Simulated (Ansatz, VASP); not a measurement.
# GaP: VASP beside Ansatz, part 2 of 4

Aim: how closely do two programs agree when they are given the same cell, functional and k mesh? The cell is taken from a series of runs on this material, whose earlier steps may have relaxed, scaled, displaced or heated it; both programs get it as it stands.

VASP 6.6.1 and Ansatz 0.2.0.

So far: Set-up; VASP: single point, r2SCAN, spin-orbit coupling, pair 1.

### 3. Ansatz: single point, r2SCAN, spin-orbit coupling, pair 1

Level of this step: Ansatz beside VASP: Kohn-Sham DFT, plane waves, r2SCAN, spin-orbit coupling (Ansatz).

Ansatz runs on its PAW fully relativistic soft_1 files.

The same cell, functional, mesh and smearing now go to Ansatz, which takes its cutoff from its data sets.

input.yaml reads:

```yaml
crystal:
  lattice:
    - [-0.0256562787, 2.7273498447, 2.7273498447]
    - [2.7273498447, -0.0256562787, 2.7273498447]
    - [2.7273498447, 2.7273498447, -0.0256562787]
  atoms:
    - { symbol: Ga, position: [0.000600972, 0.000600972, 0.000600972] }
    - { symbol: P, position: [0.749399028, 0.749399028, 0.749399028] }
kpoints:
  mp_grid: { grid: [8, 8, 8] }
hamiltonian:
  xc: r2scan
  pseudopotentials: { kind: paw_fr, azcp: { folder: soft_1 } }
scf:
  occupations: { method: gaussian, width: 0.01 }
  n_extra_bands: 16
output:
  eigenvalues: true
  eigenstates:
    kpoints:
      - [-0.000129866, 0.429301422, 0.429301422]
      - [-0.000162533, 0.432773992, 0.432773992]
      - [0.003342704, 0.429268756, 0.432773992]
      - [0.003342704, 0.432773992, 0.429268756]
      - [0.002302513, 0.431733801, 0.434212377]
      - [-0.002608442, 0.431779998, 0.429301422]
      - [0.002302513, 0.434212377, 0.431733801]
      - [-0.002608442, 0.429301422, 0.431779998]
      - [0.004781089, 0.431733801, 0.431733801]
      - [-0.000129866, 0.426822846, 0.431779998]
      - [0.003861052, 0.43329234, 0.43329234]
      - [-0.000148726, 0.429282562, 0.43333006]
      - [-0.000148726, 0.43333006, 0.429282562]
      - [0.003898772, 0.429282562, 0.429282562]
      - [-9.7199e-05, 0.425828852, 0.425828852]
      - [-0.003602436, 0.429334089, 0.425828852]
      - [-0.003602436, 0.425828852, 0.429334089]
      - [-0.002562245, 0.426869043, 0.424390467]
      - [0.00234871, 0.426822846, 0.429301422]
      - [-0.002562245, 0.424390467, 0.426869043]
      - [0.00234871, 0.429301422, 0.426822846]
      - [-0.005040821, 0.426869043, 0.426869043]
      - [-0.000129866, 0.431779998, 0.426822846]
      - [-0.004120784, 0.425310504, 0.425310504]
      - [-0.000111006, 0.429320282, 0.425272784]
      - [-0.000111006, 0.425272784, 0.429320282]
      - [-0.004158504, 0.429320282, 0.429320282]
      - [-0.000252366, 0.442323558, 0.442323558]
      - [0.01289227, 0.429178922, 0.442323558]
      - [0.01289227, 0.442323558, 0.429178922]
      - [0.008991554, 0.438422843, 0.447717504]
      - [-0.009424527, 0.438596083, 0.429301422]
      - [0.008991554, 0.447717504, 0.438422843]
      - [-0.009424527, 0.429301422, 0.438596083]
      - [0.018286216, 0.438422843, 0.438422843]
      - [-0.000129866, 0.420006761, 0.438596083]
      - [0.014836076, 0.444267365, 0.444267365]
      - [-0.000200591, 0.429230697, 0.444408815]
      - [-0.000200591, 0.444408815, 0.429230697]
      - [0.014977527, 0.429230697, 0.429230697]
      - [-7.366e-06, 0.416279286, 0.416279286]
      - [-0.013152002, 0.429423922, 0.416279286]
      - [-0.013152002, 0.416279286, 0.429423922]
      - [-0.009251287, 0.420180002, 0.41088534]
      - [0.009164795, 0.420006761, 0.429301422]
      - [-0.009251287, 0.41088534, 0.420180002]
      - [0.009164795, 0.429301422, 0.420006761]
      - [-0.018545948, 0.420180002, 0.420180002]
      - [-0.000129866, 0.438596083, 0.420006761]
      - [-0.015095809, 0.41433548, 0.41433548]
      - [-5.9141e-05, 0.429372147, 0.414194029]
      - [-5.9141e-05, 0.414194029, 0.429372147]
      - [-0.015237259, 0.429372147, 0.429372147]
      - [0.0, 0.5, 0.0]
      - [-3.2667e-05, 0.50347257, 0.00347257]
      - [0.00347257, 0.499967333, 0.00347257]
      - [0.00347257, 0.50347257, -3.2667e-05]
      - [0.002432379, 0.502432379, 0.004910955]
      - [-0.002478576, 0.502478576, 0.0]
      - [0.002432379, 0.504910955, 0.002432379]
      - [-0.002478576, 0.5, 0.002478576]
      - [0.004910955, 0.502432379, 0.002432379]
      - [0.0, 0.497521424, 0.002478576]
      - [0.003990918, 0.503990918, 0.003990918]
      - [-1.886e-05, 0.49998114, 0.004028638]
      - [-1.886e-05, 0.504028638, -1.886e-05]
      - [0.004028638, 0.49998114, -1.886e-05]
      - [3.2667e-05, 0.49652743, -0.00347257]
      - [-0.00347257, 0.500032667, -0.00347257]
      - [-0.00347257, 0.49652743, 3.2667e-05]
      - [-0.002432379, 0.497567621, -0.004910955]
      - [0.002478576, 0.497521424, 0.0]
      - [-0.002432379, 0.495089045, -0.002432379]
      - [0.002478576, 0.5, -0.002478576]
      - [-0.004910955, 0.497567621, -0.002432379]
      - [0.0, 0.502478576, -0.002478576]
      - [-0.003990918, 0.496009082, -0.003990918]
      - [1.886e-05, 0.50001886, -0.004028638]
      - [1.886e-05, 0.495971362, 1.886e-05]
      - [-0.004028638, 0.50001886, 1.886e-05]
      - [-0.0001225, 0.513022136, 0.013022136]
      - [0.013022136, 0.4998775, 0.013022136]
      - [0.013022136, 0.513022136, -0.0001225]
      - [0.00912142, 0.50912142, 0.018416082]
      - [-0.009294661, 0.509294661, 0.0]
      - [0.00912142, 0.518416082, 0.00912142]
      - [-0.009294661, 0.5, 0.009294661]
      - [0.018416082, 0.50912142, 0.00912142]
      - [0.0, 0.490705339, 0.009294661]
      - [0.014965943, 0.514965943, 0.014965943]
      - [-7.0725e-05, 0.499929275, 0.015107393]
      - [-7.0725e-05, 0.515107393, -7.0725e-05]
      - [0.015107393, 0.499929275, -7.0725e-05]
      - [0.0001225, 0.486977864, -0.013022136]
      - [-0.013022136, 0.5001225, -0.013022136]
      - [-0.013022136, 0.486977864, 0.0001225]
      - [-0.00912142, 0.49087858, -0.018416082]
      - [0.009294661, 0.490705339, 0.0]
      - [-0.00912142, 0.481583918, -0.00912142]
      - [0.009294661, 0.5, -0.009294661]
      - [-0.018416082, 0.49087858, -0.00912142]
      - [0.0, 0.509294661, -0.009294661]
      - [-0.014965943, 0.485034057, -0.014965943]
      - [7.0725e-05, 0.500070725, -0.015107393]
      - [7.0725e-05, 0.484892607, 7.0725e-05]
      - [-0.015107393, 0.500070725, 7.0725e-05]
      - [0.5, 0.5, 0.5]
      - [0.499967333, 0.50347257, 0.50347257]
      - [0.50347257, 0.499967333, 0.50347257]
      - [0.50347257, 0.50347257, 0.499967333]
      - [0.502432379, 0.502432379, 0.504910955]
      - [0.497521424, 0.502478576, 0.5]
      - [0.502432379, 0.504910955, 0.502432379]
      - [0.497521424, 0.5, 0.502478576]
      - [0.504910955, 0.502432379, 0.502432379]
      - [0.5, 0.497521424, 0.502478576]
      - [0.503990918, 0.503990918, 0.503990918]
      - [0.49998114, 0.49998114, 0.504028638]
      - [0.49998114, 0.504028638, 0.49998114]
      - [0.504028638, 0.49998114, 0.49998114]
      - [0.500032667, 0.49652743, 0.49652743]
      - [0.49652743, 0.500032667, 0.49652743]
      - [0.49652743, 0.49652743, 0.500032667]
      - [0.497567621, 0.497567621, 0.495089045]
      - [0.502478576, 0.497521424, 0.5]
      - [0.497567621, 0.495089045, 0.497567621]
      - [0.502478576, 0.5, 0.497521424]
      - [0.495089045, 0.497567621, 0.497567621]
      - [0.5, 0.502478576, 0.497521424]
      - [0.496009082, 0.496009082, 0.496009082]
      - [0.50001886, 0.50001886, 0.495971362]
      - [0.50001886, 0.495971362, 0.50001886]
      - [0.495971362, 0.50001886, 0.50001886]
      - [0.4998775, 0.513022136, 0.513022136]
      - [0.513022136, 0.4998775, 0.513022136]
      - [0.513022136, 0.513022136, 0.4998775]
      - [0.50912142, 0.50912142, 0.518416082]
      - [0.490705339, 0.509294661, 0.5]
      - [0.50912142, 0.518416082, 0.50912142]
      - [0.490705339, 0.5, 0.509294661]
      - [0.518416082, 0.50912142, 0.50912142]
      - [0.5, 0.490705339, 0.509294661]
      - [0.514965943, 0.514965943, 0.514965943]
      - [0.499929275, 0.499929275, 0.515107393]
      - [0.499929275, 0.515107393, 0.499929275]
      - [0.515107393, 0.499929275, 0.499929275]
      - [0.5001225, 0.486977864, 0.486977864]
      - [0.486977864, 0.5001225, 0.486977864]
      - [0.486977864, 0.486977864, 0.5001225]
      - [0.49087858, 0.49087858, 0.481583918]
      - [0.509294661, 0.490705339, 0.5]
      - [0.49087858, 0.481583918, 0.49087858]
      - [0.509294661, 0.5, 0.490705339]
      - [0.481583918, 0.49087858, 0.49087858]
      - [0.5, 0.509294661, 0.490705339]
      - [0.485034057, 0.485034057, 0.485034057]
      - [0.500070725, 0.500070725, 0.484892607]
      - [0.500070725, 0.484892607, 0.500070725]
      - [0.484892607, 0.500070725, 0.500070725]
      - [0.0, 0.0, 0.0]
      - [-3.2667e-05, 0.00347257, 0.00347257]
      - [0.00347257, -3.2667e-05, 0.00347257]
      - [0.00347257, 0.00347257, -3.2667e-05]
      - [0.002432379, 0.002432379, 0.004910955]
      - [-0.002478576, 0.002478576, 0.0]
      - [0.002432379, 0.004910955, 0.002432379]
      - [-0.002478576, 0.0, 0.002478576]
      - [0.004910955, 0.002432379, 0.002432379]
      - [0.0, -0.002478576, 0.002478576]
      - [0.003990918, 0.003990918, 0.003990918]
      - [-1.886e-05, -1.886e-05, 0.004028638]
      - [-1.886e-05, 0.004028638, -1.886e-05]
      - [0.004028638, -1.886e-05, -1.886e-05]
      - [3.2667e-05, -0.00347257, -0.00347257]
      - [-0.00347257, 3.2667e-05, -0.00347257]
      - [-0.00347257, -0.00347257, 3.2667e-05]
      - [-0.002432379, -0.002432379, -0.004910955]
      - [0.002478576, -0.002478576, 0.0]
      - [-0.002432379, -0.004910955, -0.002432379]
      - [0.002478576, 0.0, -0.002478576]
      - [-0.004910955, -0.002432379, -0.002432379]
      - [0.0, 0.002478576, -0.002478576]
      - [-0.003990918, -0.003990918, -0.003990918]
      - [1.886e-05, 1.886e-05, -0.004028638]
      - [1.886e-05, -0.004028638, 1.886e-05]
      - [-0.004028638, 1.886e-05, 1.886e-05]
      - [-0.0001225, 0.013022136, 0.013022136]
      - [0.013022136, -0.0001225, 0.013022136]
      - [0.013022136, 0.013022136, -0.0001225]
      - [0.00912142, 0.00912142, 0.018416082]
      - [-0.009294661, 0.009294661, 0.0]
      - [0.00912142, 0.018416082, 0.00912142]
      - [-0.009294661, 0.0, 0.009294661]
      - [0.018416082, 0.00912142, 0.00912142]
      - [0.0, -0.009294661, 0.009294661]
      - [0.014965943, 0.014965943, 0.014965943]
      - [-7.0725e-05, -7.0725e-05, 0.015107393]
      - [-7.0725e-05, 0.015107393, -7.0725e-05]
      - [0.015107393, -7.0725e-05, -7.0725e-05]
      - [0.0001225, -0.013022136, -0.013022136]
      - [-0.013022136, 0.0001225, -0.013022136]
      - [-0.013022136, -0.013022136, 0.0001225]
      - [-0.00912142, -0.00912142, -0.018416082]
      - [0.009294661, -0.009294661, 0.0]
      - [-0.00912142, -0.018416082, -0.00912142]
      - [0.009294661, 0.0, -0.009294661]
      - [-0.018416082, -0.00912142, -0.00912142]
      - [0.0, 0.009294661, -0.009294661]
      - [-0.014965943, -0.014965943, -0.014965943]
      - [7.0725e-05, 7.0725e-05, -0.015107393]
      - [7.0725e-05, -0.015107393, 7.0725e-05]
      - [-0.015107393, 7.0725e-05, 7.0725e-05]
      - [0.0, 0.0, 0.0]
      - [-3.2667e-05, 0.00347257, 0.00347257]
      - [0.00347257, -3.2667e-05, 0.00347257]
      - [0.00347257, 0.00347257, -3.2667e-05]
      - [0.002432379, 0.002432379, 0.004910955]
      - [-0.002478576, 0.002478576, 0.0]
      - [0.002432379, 0.004910955, 0.002432379]
      - [-0.002478576, 0.0, 0.002478576]
      - [0.004910955, 0.002432379, 0.002432379]
      - [0.0, -0.002478576, 0.002478576]
      - [0.003990918, 0.003990918, 0.003990918]
      - [-1.886e-05, -1.886e-05, 0.004028638]
      - [-1.886e-05, 0.004028638, -1.886e-05]
      - [0.004028638, -1.886e-05, -1.886e-05]
      - [3.2667e-05, -0.00347257, -0.00347257]
      - [-0.00347257, 3.2667e-05, -0.00347257]
      - [-0.00347257, -0.00347257, 3.2667e-05]
      - [-0.002432379, -0.002432379, -0.004910955]
      - [0.002478576, -0.002478576, 0.0]
      - [-0.002432379, -0.004910955, -0.002432379]
      - [0.002478576, 0.0, -0.002478576]
      - [-0.004910955, -0.002432379, -0.002432379]
      - [0.0, 0.002478576, -0.002478576]
      - [-0.003990918, -0.003990918, -0.003990918]
      - [1.886e-05, 1.886e-05, -0.004028638]
      - [1.886e-05, -0.004028638, 1.886e-05]
      - [-0.004028638, 1.886e-05, 1.886e-05]
      - [-0.0001225, 0.013022136, 0.013022136]
      - [0.013022136, -0.0001225, 0.013022136]
      - [0.013022136, 0.013022136, -0.0001225]
      - [0.00912142, 0.00912142, 0.018416082]
      - [-0.009294661, 0.009294661, 0.0]
      - [0.00912142, 0.018416082, 0.00912142]
      - [-0.009294661, 0.0, 0.009294661]
      - [0.018416082, 0.00912142, 0.00912142]
      - [0.0, -0.009294661, 0.009294661]
      - [0.014965943, 0.014965943, 0.014965943]
      - [-7.0725e-05, -7.0725e-05, 0.015107393]
      - [-7.0725e-05, 0.015107393, -7.0725e-05]
      - [0.015107393, -7.0725e-05, -7.0725e-05]
      - [0.0001225, -0.013022136, -0.013022136]
      - [-0.013022136, 0.0001225, -0.013022136]
      - [-0.013022136, -0.013022136, 0.0001225]
      - [-0.00912142, -0.00912142, -0.018416082]
      - [0.009294661, -0.009294661, 0.0]
      - [-0.00912142, -0.018416082, -0.00912142]
      - [0.009294661, 0.0, -0.009294661]
      - [-0.018416082, -0.00912142, -0.00912142]
      - [0.0, 0.009294661, -0.009294661]
      - [-0.014965943, -0.014965943, -0.014965943]
      - [7.0725e-05, 7.0725e-05, -0.015107393]
      - [7.0725e-05, -0.015107393, 7.0725e-05]
      - [-0.015107393, 7.0725e-05, 7.0725e-05]
magnetization:
  noncollinear: true
  spin_orbit: true
checkpoint:
  read: start.run
  write: ck
  compress: false
  write_wavefunctions: false
  write_every: 100000
```

The run is started by

```
$ ansatz run input.yaml --threads 4 --pin off --max-ram 9216MiB --backend cpu --events-out ev --progress --plain --runs-dir out
```

Numbers of over 12 decimals in the logs are rounded to 6 here.

What it wrote:

```text
scf.n_extra_bands = 16 over 18 filled bands (N_el = 18.0): the run solves 34 bands
Engine: ansatz 0.2.0, x86_64-unknown-linux-gnu
Pseudopotentials: kind: paw_fr
Pseudopotential: Ga, paw, valence charge 13, recommended cutoff 500 eV (meta_gga), soft_1/Ga.paw.azcp
Pseudopotential: P, paw, valence charge 5, recommended cutoff 500 eV (meta_gga), soft_1/P.paw.azcp
Functional definition: r2SCAN
  parameter k0 = 0.174
  parameter k1 = 0.065
  parameter a1 = 4.9479
  exchange = r2scan_x(k0 = k0, k1 = k1, a1 = a1)
  correlation = r2scan_c
non-collinear run that drives no moment, with spin-orbit: no starting moment large enough to seed its density (crystal.atoms[].spin), no starting occupations that ask for one, no magnetisation constraint and no magnetic field, so the semilocal B_xc is pinned to zero
Crystal: 2 atoms, lattice volume = 41.147 Å³
Basis set: ecut = 500 eV, 1031 PW (Γ), exchange–correlation on 120×120×120 points (64 copies of the dense FFT grid, shifted against one another)
Bands: 34, of which v1, the nominal top of the filled ones, is band 18 counted from 1 (17 counted from 0)
Symmetry: 6 space group operations + 6 with time reversal
Magnetic group: BNS 160.66 (UNI 1296), of the structure as read, at distance tolerance 3.5e-5 Å
k-points: 65 of 512 (time reversal used)
Projection manifold: j_resolved (fully-relativistic pseudo-atomic orbitals)
Non-local potential: Ga, projectors of the file, resolved by j, l = 0: 2, l = 1: 4, l = 2: 6, l = 3: 2
Non-local potential: P, projectors of the file, resolved by j, l = 0: 2, l = 1: 4, l = 2: 2
PAW form: soft (Blöchl's): semilocal exchange-correlation on the pseudo side does not see the compensation charge
PAW frozen core: Ga, regenerated for the run's functional (the file was generated under x = pbe(κ = 0.804, μ = 0.219515), c = pbe(β = 0.066725))
PAW frozen core: P, regenerated for the run's functional (the file was generated under x = pbe(κ = 0.804, μ = 0.219515), c = pbe(β = 0.066725))
PAW one-centre angular grid: Ga, 590 points (default); XC on 224 Gauss nodes
PAW one-centre angular grid: P, 302 points (default); XC on 160 Gauss nodes
Initial density: read from a saved state, or passed on in memory by an earlier SCF of this step, an earlier step, the calling program or the single point that the run made first
Initial wavefunctions: pseudopotential atomic-orbital guess
Functional: x = r2scan, c = r2scan; τ floored in thin density (d = 2e-4 eV/Å³)
iter 1 solved again at ethr=3.57e-6 eV; its pass at ethr=3.10e-3 eV (dr2=6.43e-4 eV) is discarded
SCF iter   1: F=—  HF=-4547.769932 eV  |F-HF|=—  |Δ(HF+E_count)|=         —  Δρ=2.44e-6  dr2=1.01e-9  dr2_τ=1.01e-11  dr2_m=0.00e0 (ungated)  ethr=3.57e-6  |M|=0.00e0 ∫|m|=0.00e0 μB  |m|>n=0.0e0 m-floor=0.0e0 τ_xc=0.0e0  β_m=0.30  ⟨swp⟩=4.8  Hψ=19449  notcnv=0  defer=1
eigensolver tolerance schedule: the retry pair's looser diagonalisation over-reported the residual by 634663.83 of it (diagonalisation noise at an unbounded share of the residual, at the tolerance the schedule requests for it); recorded, not acted on — ethr = c·dr2/N_el stays at c = 1.0e-1
preconditioner: auto → none  [insulator: Δε(μ)=1.768 eV  Ē_g=19.575 eV  σ=0.010 eV  W_gap=1.00  n_scr=14 (ndim 8)  ℏωp=24.6 eV  f_vac=0.010  D(μ)=0.00/eV (n_scr^D=0)  ε∞_Penn≈2.6]
SCF iter   2: F=—  HF=-4547.769932 eV  |F-HF|=—  |Δ(HF+E_count)|=   1.70e-7  Δρ=8.16e-7  dr2=1.58e-10  dr2_τ=1.08e-11  dr2_m=0.00e0 (ungated)  ethr=5.63e-12  |M|=0.00e0 ∫|m|=0.00e0 μB  |m|>n=0.0e0 m-floor=0.0e0 τ_xc=0.0e0  β_m=0.26  ⟨swp⟩=7.0  Hψ=9004  notcnv=0
SCF iter   3: F=-4547.769932 eV  HF=-4547.769932 eV  |F-HF|=4.55e-12  |Δ(HF+E_count)|=  1.55e-11  Δρ=5.78e-7  dr2=6.84e-11  dr2_τ=6.64e-13  dr2_m=0.00e0 (ungated)  ethr=1.00e-12  |M|=0.00e0 ∫|m|=0.00e0 μB  |m|>n=0.0e0 m-floor=0.0e0 τ_xc=0.0e0  ⟨swp⟩=1.1  Hψ=4773  notcnv=0
SCF 1 converged in 3 iterations: F = -4547.769932 eV  dr2 = 6.84e-11
  greatest PAW one-centre occupation: 0.993 electrons in one spin orbital (limit 2), on the Ga atom at site 0 (counted from 0), in its partial waves of l = 2
NSCF: frozen V_eff on 265 k-points
SCF converged after 3 iterations
Magnetization: |M| = 0.0000 μB,  M = (+0.0000, +0.0000, +0.0000) μB
Absolute magnetization: 0.0000 μB (∫|m|)
  site 0: m = (+0.0000, +0.0000, +0.0000) μB, |m| = 0.0000 μB  (R = 0.97 Å)
  site 1: m = (+0.0000, +0.0000, +0.0000) μB, |m| = 0.0000 μB  (R = 0.97 Å)
Free energy (F): -4547.769932 eV
Harris-Foulkes:  -4547.769932 eV  (|F-HF|=4.55e-12)
Internal energy: -4547.769932 eV  (E = F + TS)
E sigma→0 (E₀):  -4547.769932 eV
Fermi energy:    7.640449 eV
--- Per-component energies (eV) ---
  E_band       = -70.753021
  E_kinetic    = 179.539803
  E_local      = -1688.586891  (includes V_loc(G=0)·N_el)
  E_nonlocal   = -58.844872
  E_hartree    = 1022.472856
  E_xc         = -125.448575
  E_vxc        = -122.745039  (∫ρ·V_xc dr)
  E_paw        = -2570.654811  (= ΣΔE_a)
  E_vpaw       = -430.942783  (= ΣTr[D̂ρ^β])
  E_aug_tail   = 0.000032  (compensation charges beyond the density's cutoff)
  E_vtau       = 5.881120  (kinetic-family band-sum trace: ∫τ·v_τ [+ j·A + Jᵃ·Aᵃ] dr)
  E_ewald      = -1305.518164
  E_core_change = -0.729310  (= ΣΔE_core)
  E_smearing   = -0.000000  (= −TS)
  E_closure    = -0.000000  (closes the sum)
  Σ components = -4547.769932   (vs F -4547.769932, Δ=0.00e0)
--- Band table (eV; the first three rows and the last of 65) ---
  k-point 0: bands = [... 14 lower, 6.6709, 6.6709, 6.7565, 6.7565, 8.8905, 8.8905, 10.7240, 10.7240, ... 12 higher]
  k-point 1: bands = [... 14 lower, 6.4091, 6.4098, 6.5096, 6.5124, 9.4991, 9.5001, 11.1292, 11.1406, ... 12 higher]
  k-point 2: bands = [... 14 lower, 5.9747, 5.9755, 6.0666, 6.0704, 9.2034, 9.2048, 11.6812, 11.6846, ... 12 higher]
  k-point 64: bands = [... 14 lower, 5.4289, 5.4289, 5.4952, 5.4952, 8.5244, 8.5244, 11.6208, 11.6208, ... 12 higher]
```

### 4. Side by side

Known differences besides the potentials themselves: spin-orbit coupling enters by fully relativistic files in Ansatz and inside the spheres in VASP; VASP keeps PBE cores, Ansatz makes them for the functional; the cutoff is 500 eV in Ansatz and 440 eV in VASP. Total energies have different zeros and are not compared.

Both answers:

```csv
quantity,Ansatz,VASP,difference
gap on the k mesh (eV),1.768,1.762,+0.006
```

A gap on the mesh is an upper bound, since the band edges may lie between its points.

(Part 2 of 4 ends here.)

[Lines on the potential files, build, host, timing and source positions are cut from VASP's logs without a mark.]

[Logs are printed without paths, hosts, clocks, repeated set-up lines and the standing remarks that a program may print on its own settings, such as how far it seeks lower states.]

[Hosts, paths, dates, database ids (printed as entryN), source tags and the programs' standing remarks are cut or masked in the printed files.]
